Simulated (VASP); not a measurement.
Data:

```
NbP
1.0
    3.10747     0.00000     0.00000
    0.00000     3.10747     0.00000
    0.00000     0.00000     3.10747
Nb P
1 1
Cartesian
  0.00000   0.00000   0.00000
  1.55374   1.55374   1.55374
```

All values below come from PBE GGA, VASP's PBE PAW potentials (set 64) (plane waves; VASP 6.6.1). Run with 400 eV cut-off, 13×13×13 Γ-centred mesh, tetrahedra with Blöchl corrections, potentials Nb_sv P.

**Question.** Predict the energy per atom (σ→0), band gap (on the k-mesh) with the smallest direct gap where there is one.

**Answer.** 
The band gap (on the k-mesh) is none (metal, semimetal or under 0.01 eV) and the energy per atom (σ→0) is -8.467 eV/atom.

The structure was generated: NbP was put into the CsCl type type (Pm-3m), which need not be its known phase. It was relaxed first, which changed the volume by -31 %.
